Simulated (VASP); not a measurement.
Output of a VASP run:

### OSZICAR
```
       N       E                     dE             d eps       ncg     rms          rms(c)
DAV:   1     0.119023225517E+03    0.11902E+03   -0.97922E+03  4368   0.154E+03
DAV:   2    -0.154907597854E+02   -0.13451E+03   -0.13085E+03  5088   0.385E+02
DAV:   3    -0.198572051151E+02   -0.43664E+01   -0.43282E+01  5244   0.641E+01
DAV:   4    -0.199008521231E+02   -0.43647E-01   -0.43619E-01  4823   0.685E+00
DAV:   5    -0.199012258671E+02   -0.37374E-03   -0.37374E-03  5116   0.651E-01    0.307E+01
DAV:   6    -0.160306474922E+02    0.38706E+01   -0.13796E+01  4798   0.365E+01    0.664E+00
DAV:   7    -0.159464319660E+02    0.84216E-01   -0.72511E-01  4543   0.787E+00    0.608E+00
DAV:   8    -0.159471261648E+02   -0.69420E-03   -0.93978E-02  4788   0.336E+00    0.134E+00
DAV:   9    -0.159453436720E+02    0.17825E-02   -0.37313E-03  4773   0.574E-01    0.161E-01
DAV:  10    -0.159460139270E+02   -0.67025E-03   -0.11206E-03  4698   0.353E-01    0.937E-02
DAV:  11    -0.159460177784E+02   -0.38514E-05   -0.25293E-05  5018   0.554E-02    0.190E-02
DAV:  12    -0.159460191035E+02   -0.13251E-05   -0.15924E-05  4583   0.511E-02    0.200E-03
DAV:  13    -0.159460196706E+02   -0.56710E-06   -0.33054E-07  5022   0.656E-03    0.155E-03
DAV:  14    -0.159460198782E+02   -0.20754E-06   -0.21155E-07  3983   0.481E-03    0.449E-04
DAV:  15    -0.159460198662E+02    0.11965E-07   -0.34706E-09  2194   0.691E-04
   1 F= -.15946020E+02 E0= -.15945966E+02  d E =-.159460E+02
       N       E                     dE             d eps       ncg     rms          rms(c)
DAV:   1    -0.159623071351E+02   -0.16287E-01   -0.63873E-01  4373   0.964E+00    0.670E-01
DAV:   2    -0.159499421623E+02    0.12365E-01   -0.29026E-02  4643   0.168E+00    0.365E-01
DAV:   3    -0.159454132146E+02    0.45289E-02   -0.79495E-03  4713   0.837E-01    0.143E-01
DAV:   4    -0.159452498116E+02    0.16340E-03   -0.72835E-04  4928   0.256E-01    0.613E-02
DAV:   5    -0.159452413849E+02    0.84267E-05   -0.68767E-05  4648   0.842E-02    0.137E-02
DAV:   6    -0.159452370507E+02    0.43341E-05   -0.11617E-05  4863   0.338E-02    0.399E-03
DAV:   7    -0.159452369064E+02    0.14430E-06   -0.37318E-07  4620   0.677E-03    0.890E-04
DAV:   8    -0.159452368807E+02    0.25694E-07   -0.34702E-08  2359   0.184E-03
   2 F= -.15945237E+02 E0= -.15945174E+02  d E =0.782985E-03
       N       E                     dE             d eps       ncg     rms          rms(c)
DAV:   1    -0.159526057795E+02   -0.73689E-02   -0.20368E-01  4373   0.545E+00    0.380E-01
DAV:   2    -0.159486282048E+02    0.39776E-02   -0.91862E-03  4633   0.944E-01    0.205E-01
DAV:   3    -0.159472254236E+02    0.14028E-02   -0.25239E-03  4703   0.473E-01    0.816E-02
DAV:   4    -0.159471793408E+02    0.46083E-04   -0.22310E-04  4918   0.142E-01    0.352E-02
DAV:   5    -0.159471778589E+02    0.14819E-05   -0.21259E-05  4633   0.476E-02    0.795E-03
DAV:   6    -0.159471778370E+02    0.21922E-07   -0.33675E-06  4883   0.185E-02    0.226E-03
DAV:   7    -0.159471778883E+02   -0.51301E-07   -0.10110E-07  2781   0.370E-03
   3 F= -.15947178E+02 E0= -.15947104E+02  d E =-.115802E-02
```

**OUTCAR**
```
------------------------ aborting loop because EDIFF is reached ----------------------------------------
  FORCE on cell =-STRESS in cart. coord.  units (eV):
  Direction    XX          YY          ZZ          XY          YZ          ZX
  --------------------------------------------------------------------------------------
  Total        3.0610286      3.0610288      3.0651915      0.0000000     -0.0000000     -0.0000000
  in kB      234.0244762    234.0244917    234.3427463      0.0000000     -0.0000000     -0.0000000
  external PRESSURE =     234.1305714 kB  Pullay stress =       0.0000000 kB
  volume of cell :       20.96
      direct lattice vectors                 reciprocal lattice vectors
     1.457091243 -2.523756147 -0.000000000     0.343149410 -0.198117398 -0.000000000
     1.457091243  2.523756147  0.000000000     0.343149410  0.198117398 -0.000000000
     0.000000000 -0.000000000  2.849394284    -0.000000000 -0.000000000  0.350951781
 POSITION                                       TOTAL-FORCE (eV/Angst)
 -----------------------------------------------------------------------------------
      0.00000      0.00000      0.00000         0.000000      0.000000     -0.000000
      1.45709      0.84125      1.42470        -0.000000     -0.000000      0.000000
 -----------------------------------------------------------------------------------
    total drift:                                0.000000     -0.000414      0.000000
  FREE ENERGIE OF THE ION-ELECTRON SYSTEM (eV)
  ---------------------------------------------------
  free  energy   TOTEN  =       -15.9471778883 eV

  energy  without entropy=      -15.9469547635  energy(sigma->0) =      -15.94710351

 reached required accuracy - stopping structural energy minimisation
```
(Selected blocks of OUTCAR.)

File POSCAR:
```
WC
1
    1.4600207700    -2.5288302326     0.0000000000
    1.4600207700     2.5288302326     0.0000000000
    0.0000000000     0.0000000000     2.8379711593
W C
1 1
Direct
  0.0000000000   0.0000000000   0.0000000000
  0.3333330000   0.6666670000   0.5000000000
```

Write an INCAR and KPOINTS that could have produced this output.

This is not unique; one that fits is the input of the run itself, vdW-DF2, plane waves, VASP's PBE PAW potentials (set 64).

INCAR:
```
# general
SYSTEM    =  WC
PREC      =  Accurate
ENCUT     =  520   # plane-wave cut-off (eV)
LREAL     =  .FALSE.   # projection in real space or not
LASPH     =  .TRUE.   # aspherical one-centre terms

# electronic loop
EDIFF     =  1E-7
NELM      =  100
ALGO      =  Normal   # blocked Davidson
LMAXMIX   =  6

# smearing
ISMEAR    =  1   # Methfessel-Paxton
SIGMA     =  0.1   # width (eV)

# functional
GGA       =  ML
LUSE_VDW  =  .TRUE.
AGGAC     =  0.0
ZAB_VDW   =  -1.8867

# ions
IBRION    =  2   # conjugate gradients
NSW       =  30
ISIF      =  4   # ions and shape, fixed volume
EDIFFG    =  -0.01

# output
LWAVE     =  .FALSE.
LCHARG    =  .FALSE.
```

**KPOINTS**
```
Automatic mesh
0
Gamma
14 14 13
0 0 0
```

POTCAR, in this order: W_sv C (PBE.64 set). Program: vasp_std.

The compound is WC in the wc structure. This cell is one point of a volume scan, at 0.94 of the reference volume. Symmetry was kept, so distortions that lower it aren't found.
